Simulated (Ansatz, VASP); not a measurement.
**Cross-check of Ge12Sb6S43 (germanium antimony sulfide glass) between VASP and Ansatz**

One calculation is typed for both programs; each brings its own data sets. How far apart do they land? The structure shown is the end of the Ansatz relaxation below.

Calculated with Ansatz 0.2.0; plane waves, with VASP 6.6.1 beside it; single point at PBE with D3(BJ).

## Step 1: Set-up

The cell holds 122 atoms: 24 Ge, 12 Sb and 86 S. Cell: a = 15.211 Å, b = 13.950 Å, c = 14.869 Å, α = 90.0°, β = 90.0°, γ = 90.0°. As first built, before any earlier steps moved the atoms (in the runner's words): 122 atoms (24 Ge, 12 Sb, 86 S) placed at random at 3.01 g/cm^3 and pushed apart to contact distance.

## Step 2: Ansatz: relaxation, PBE with D3(BJ)

Ansatz runs on its default PAW (the set named soft_2) files.

This run makes the geometry at which the two programs are then compared.

Input file input.yaml:

```yaml
crystal:
  lattice:
    - [15.61773, 0.0, 0.0]
    - [0.0, 15.33064, 0.0]
    - [0.0, 0.0, 15.6699]
  atoms:
    - { symbol: Ge, position: [0.38466, 0.03542, 0.30648] }
    - { symbol: Ge, position: [0.92144, 0.3952, 0.35908] }
    # ... one line an atom, as in the record's system
kpoints:
  mp_grid: { grid: [1, 1, 1] }
hamiltonian:
  xc: pbe
  dispersion: d3bj
scf:
  occupations: { method: fermi_dirac, width: 0.05 }
output:
  forces: true
  stress: true
relax:
  f_tol: 0.04
  max_steps: 60
  cell: { stress_tol: 0.1, fix: [alpha, beta, gamma] }
```

Command:

```
$ ansatz run input.yaml --threads 32 --pin off --max-ram 92160MiB --backend cuda --events-out ev --progress --plain --runs-dir out --max-vram 78GiB
```

Numbers of over 12 decimals in the logs are rounded to 6 here.

The program printed:

```text
Engine: ansatz 0.2.0, aarch64-unknown-linux-gnu
Pseudopotentials: kind: paw
Pseudopotential: Ge, paw, valence charge 14, recommended cutoff 420 eV (normal), Ge.paw.azcp
Pseudopotential: Sb, paw, valence charge 15, recommended cutoff 420 eV (normal), Sb.paw.azcp
[...]
Crystal: 122 atoms, lattice volume = 3751.841 Å³
Basis set: ecut = 420 eV, 73323 PW (Γ), exchange–correlation on 216×216×216 points (8 copies of the dense FFT grid, shifted against one another)
Bands: 638, of which v1, the nominal top of the filled ones, is band 516 counted from 1 (515 counted from 0)
k-points: 1
[...]
relax step   1: F+E_penalty+E_count = -258509.10382732 eV  Δ(F+E_penalty+E_count) = +0.000e0 eV  max|allowed force component| = 1.179e-1 eV/Å  Δτ_max = 0.0000 Å  P = -1.154 GPa  Ω = 3751.841 Å³
[... from here on, the SCF cycles and remarks between the steps are left out ...]
relax step   2: F+E_penalty+E_count = -258510.14732176 eV  Δ(F+E_penalty+E_count) = -1.043e0 eV  max|allowed force component| = 4.472e-1 eV/Å  Δτ_max = 0.1933 Å  P = +0.995 GPa  Ω = 3257.411 Å³
relax step  10: F+E_penalty+E_count = -258511.75716426 eV  Δ(F+E_penalty+E_count) = -3.522e-2 eV  max|allowed force component| = 1.021e-1 eV/Å  Δτ_max = 0.0543 Å  P = -0.019 GPa  Ω = 3215.357 Å³
relax step  19: F+E_penalty+E_count = -258511.95240514 eV  Δ(F+E_penalty+E_count) = -3.138e-2 eV  max|allowed force component| = 2.012e-1 eV/Å  Δτ_max = 0.1951 Å  P = -0.038 GPa  Ω = 3189.749 Å³
relax step  28: F+E_penalty+E_count = -258512.13313682 eV  Δ(F+E_penalty+E_count) = -1.527e-2 eV  max|allowed force component| = 1.596e-1 eV/Å  Δτ_max = 0.1337 Å  P = -0.039 GPa  Ω = 3186.089 Å³
relax step  37: F+E_penalty+E_count = -258512.31301515 eV  Δ(F+E_penalty+E_count) = -4.421e-3 eV  max|allowed force component| = 3.958e-1 eV/Å  Δτ_max = 0.1763 Å  P = +0.069 GPa  Ω = 3163.539 Å³
relax step  46: F+E_penalty+E_count = -258512.54657429 eV  Δ(F+E_penalty+E_count) = -1.712e-2 eV  max|allowed force component| = 1.106e-1 eV/Å  Δτ_max = 0.0823 Å  P = -0.026 GPa  Ω = 3156.834 Å³
relax step  47: F+E_penalty+E_count = -258512.55475220 eV  Δ(F+E_penalty+E_count) = -8.178e-3 eV  max|allowed force component| = 5.927e-2 eV/Å  Δτ_max = 0.0376 Å  P = -0.004 GPa  Ω = 3154.652 Å³
relax step  48: F+E_penalty+E_count = -258512.56300466 eV  Δ(F+E_penalty+E_count) = -8.252e-3 eV  max|allowed force component| = 3.472e-2 eV/Å  Δτ_max = 0.0265 Å  P = +0.001 GPa  Ω = 3155.046 Å³
relax step  49: F+E_penalty+E_count = -258512.52025200 eV  Δ(F+E_penalty+E_count) = +4.275e-2 eV  max|allowed force component| = 3.475e-2 eV/Å  Δτ_max = 0.0000 Å  P = -0.000 GPa  Ω = 3155.046 Å³
basis re-selected at this cell: Δ(F+E_penalty+E_count) = +4.275e-2 eV, ΔP = -0.001 GPa vs the last step (what re-selecting the basis moved, of the pressure what is left beyond the Pulay correction that the steps carried, after the strain that the cell walked since its last selection, with what the two solves' SCF thresholds leave and, on support functions, any second-order correction that the steps lacked; it is no measure of the basis error at this ecutwfc). The dense FFT grid was sized anew with the basis: this SCF ran on 108×96×100 points, the steps before it on 108×108×108, so part of this shift can come from that change (see relax.cell in the input reference). [rest of the remark cut]
dispersion: the relaxed geometry stands within reach of a switch of an atom's C6, across which e_disp changes (each atom's share, over what another start of this relaxation can change, by strains that relax.cell.fix and crystal.periodic leave, which move a neighbour at the mean distance by 0.05 Å at the most, and each atom moved with its periodic images by 0.025 Å at the most, and none along a coordinate that relax.constraints holds: site 5 (Ge), some 0.03 eV, crossed with nearer neighbours; site 8 (Ge), some 0.03 eV, crossed with nearer neighbours; site 11 (Ge), some 0.03 eV, crossed with nearer neighbours; [rest of the remark cut]
SCF converged after 6 iterations
Free energy (F): -258512.520252 eV
Internal energy: -258512.518783 eV  (E = F + TS)
E sigma→0 (E₀):  -258512.519518 eV
Entropy (-TS):   -0.001469 eV (-0.012 meV/atom)
Fermi energy:    5.081511 eV
--- Forces (eV/Å), atoms counted from 1 ---
  max |Σ_I F_I| component: 7.65e-6 eV/Å
--- Stress (GPa, compression-positive) ---
        0.005933       0.284486      -0.064461
        0.284486       0.000678       0.176605
       -0.064461       0.176605      -0.007489
  P = ⅓ Tr σ = -0.0003 GPa (-0.003 kbar)
--- Band table (eV) ---
--- Relaxed structure (48 steps of the walk, 47 accepted, 1 SCFs on fresh bases) ---
  F+E_penalty+E_count = -258512.52025200 eV   max|allowed force component| = 3.475e-2 eV/Å   (the final SCF, on the basis selected at the relaxed cell)
  cell:  # Å, volume = 3155.0461 Å³
    - [15.211041, 0, 0]
    - [0, 13.949530, 0]
    - [0, 0, 14.869186]
  atoms:
    [... one line an atom ...]
```

## Step 3: VASP: single point, PBE with D3(BJ)

The same cell, functional, mesh and smearing now go to VASP, with its own data sets.

Lines of VASP's logs that name or quote its potential files are left out, and so is its time.

Input file INCAR:

```
SYSTEM = Ge12Sb6S43
PREC = Accurate
ENCUT = 410
EDIFF = 1E-06
NELM = 120
ISMEAR = -1
SIGMA = 0.05
LREAL = Auto
ALGO = Normal
GGA = PE
IVDW = 12
NBANDS = 544
LORBIT = 11
LWAVE = .FALSE.
LCHARG = .FALSE.
ISIF = 2
LASPH = .TRUE.
GGA_COMPAT = .FALSE.
EFERMI = MIDGAP
NCORE = 4
```

Input file POSCAR:

```
Ge12Sb6S43
1.0
   15.2110410000      0.0000000000      0.0000000000
    0.0000000000     13.9495300000      0.0000000000
    0.0000000000      0.0000000000     14.8691860000
Ge Sb S
24 12 86
Direct
    0.4036500000      0.0095400000      0.3336200000
    0.9146900000      0.4077300000      0.3575800000
    0.8007900000      0.5769100000      0.7213500000
    0.8122200000      0.8770800000      0.4430800000
    0.3636800000      0.6799400000      0.6313000000
    0.6448300000      0.6626100000      0.5400300000
    0.3142200000      0.2721300000      0.7183900000
    0.1219200000      0.3508900000      0.8300200000
    0.1195600000      0.6051500000      0.5652500000
    0.2758200000      0.4733100000      0.0860100000
    0.8348600000      0.0392400000      0.5089200000
    0.7810900000      0.4811800000      0.1968400000
    0.2900600000      0.4977400000      0.4554600000
    0.8615200000      0.5380700000      0.9489300000
    0.8843300000      0.2709800000      0.8261400000
    0.5137300000      0.5123500000      0.7350000000
    0.0372900000      0.7534600000      0.7827700000
    0.4983100000      0.1128000000      0.7341600000
    0.2515400000      0.0131000000      0.7825000000
    0.0157900000      0.1043600000      0.6407000000
    0.4423200000      0.8519800000      0.5102900000
    0.9739600000      0.8596600000      0.2608900000
    0.3875700000      0.7155100000      0.8474600000
    0.9416200000      0.7478700000      0.5954500000
    0.7577500000      0.2657400000      0.5097000000
    0.2633500000      0.7044600000      0.1212900000
    0.7159500000      0.8314600000      0.7025900000
    0.3842100000      0.9391400000      0.9770000000
    0.7289500000      0.0249800000      0.8792400000
    0.0256800000      0.4626900000      0.1512200000
[... 86 atom lines left out ...]
    0.8900900000      0.7385000000      0.4537500000
    0.9889900000      0.3239100000      0.2514000000
    0.9666400000      0.1044800000      0.4887100000
    0.1326800000      0.6105800000      0.8128400000
    0.8126700000      0.0862700000      0.6550300000
    0.3621300000      0.1370100000      0.8160300000
```

Input file KPOINTS:

```
Automatic mesh
0
Gamma
1 1 1
0 0 0
```

The projector-augmented-wave data sets are Ge_d, Sb and S (PBE family, release 64).

Command:

```
$ mpirun -np 16 vasp_gam
```

The program printed:

```text
[banner, memory and clock lines left out]
running   16 mpi-ranks, on    1 nodes
[...]
LDA part: xc-table for (Slater+PW92), standard interpolation
 POSCAR, INCAR and KPOINTS ok, starting setup
[...]
entering main loop
       N       E                     dE             d eps       ncg     rms          rms(c)
DAV:   1     0.188356698683E+05    0.18836E+05   -0.27464E+05  1152   0.247E+03
DAV:   2     0.406525181658E+04   -0.14770E+05   -0.14395E+05  1088   0.663E+02
DAV:   3     0.656791669989E+02   -0.39996E+04   -0.37870E+04  1336   0.252E+02
DAV:   4    -0.503298920635E+03   -0.56898E+03   -0.55158E+03  1344   0.102E+02
[...]
DAV:  19    -0.522235641402E+03   -0.18062E-05   -0.12995E-06   744   0.207E-03    0.139E-02
DAV:  20    -0.522235645130E+03   -0.37277E-05   -0.41772E-06   992   0.309E-03    0.895E-03
DAV:  21    -0.522235645051E+03    0.78391E-07   -0.48983E-07   688   0.154E-03
   1 F= -.55467030E+03 E0= -.55466957E+03  d E =-.145715E-02
```

From OUTCAR (step 3):

```text
  FREE ENERGIE OF THE ION-ELECTRON SYSTEM (eV)
  ---------------------------------------------------
  free  energy   TOTEN  =      -554.6702974042 eV

  energy  without entropy=     -554.6688402499  energy(sigma->0) =     -554.66956883
```

The run ends at a pressure of -0.28 GPa, with forces up to 0.15 eV/Å.

## Step 4: Side by side

Known differences besides the potentials themselves: the data sets hold 1032 valence electrons in Ansatz (on its default PAW (the set named soft_2) files) and 912 in VASP; the cutoff is 420 eV in Ansatz and 410 eV in VASP (PREC = Accurate, projectors in real space). Total energies have different zeros and are not compared.

Compared:

```csv
quantity,Ansatz,VASP,difference
gap on the k mesh (eV),0.710,0.711,-0.001
```

A gap on the mesh is an upper bound, since the band edges may lie between its points.

## Step 5: Results

```
difference in gap on the k mesh (single point, PBE with D3(BJ)) : -0.0010 eV
```

In words: The difference in gap on the k mesh is -0.0010 eV (single point, PBE with D3(BJ)), within the 0.08 eV picked in this series as the mark of a large difference. The data sets hold unlike numbers of valence electrons (1032 in Ansatz and 912 in VASP), so part of the differences comes from the potentials. Such differences can come from data sets, numerical settings and the points named under the comparisons, not from the functional's error against experiment.

[Lines on the potential files, build, host, timing and source positions are cut from VASP's logs without a mark.]

[Logs are printed without paths, hosts, clocks, repeated set-up lines and the standing remarks that a program may print on its own settings, such as how far it seeks lower states.]

[Hosts, paths, dates, database ids (printed as entryN), source tags and the programs' standing remarks are cut or masked in the printed files.]
